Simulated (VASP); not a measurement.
Calculation: optB88-vdW, VASP's PBE PAW potentials (set 64) (plane waves; VASP).

A VASP calculation is set up with these files.

**INCAR**
```
SYSTEM = CdSe
PREC = Accurate
ENCUT = 520
EDIFF = 1E-7
NELM = 100
ALGO = Normal
LREAL = .FALSE.
LASPH = .TRUE.
ISMEAR = 0
SIGMA = 0.05
GGA = BO
PARAM1 = 0.1833333333
PARAM2 = 0.22
LUSE_VDW = .TRUE.
AGGAC = 0.0
LMAXMIX = 4
LWAVE = .FALSE.
LCHARG = .FALSE.
ISIF = 2
```

KPOINTS:
```
Automatic mesh
0
Gamma
7 7 7
0 0 0
```

**POSCAR**
```
CdSe
1
    0.0000000000     3.0916964268     3.0916964268
    3.0916964268     0.0000000000     3.0916964268
    3.0916964268     3.0916964268     0.0000000000
Cd Se
1 1
Direct
  0.0000000000   0.0000000000   0.0000000000
  0.2500000000   0.2500000000   0.2500000000
```

POTCAR, in this order: Cd Se (PBE.64 set). Program: vasp_std.

**Question.** What will the output report for the number of irreducible k-points (NKPTS), largest plane-wave count, number of space-group operations, FFT grid (NGX, NGY, NGZ)?

**Answer.** 
```json
{
 "number of irreducible k-points (NKPTS)": "20",
 "largest_plane_wave_count": "1639",
 "number_of_space_group_operations": "24",
 "FFT grid (NGX, NGY, NGZ)": "36 × 36 × 36"
}
```

The compound is CdSe in the zinc blende structure, whereas wurtzite is the usual form. It was relaxed first, which changed the volume by +7 %.
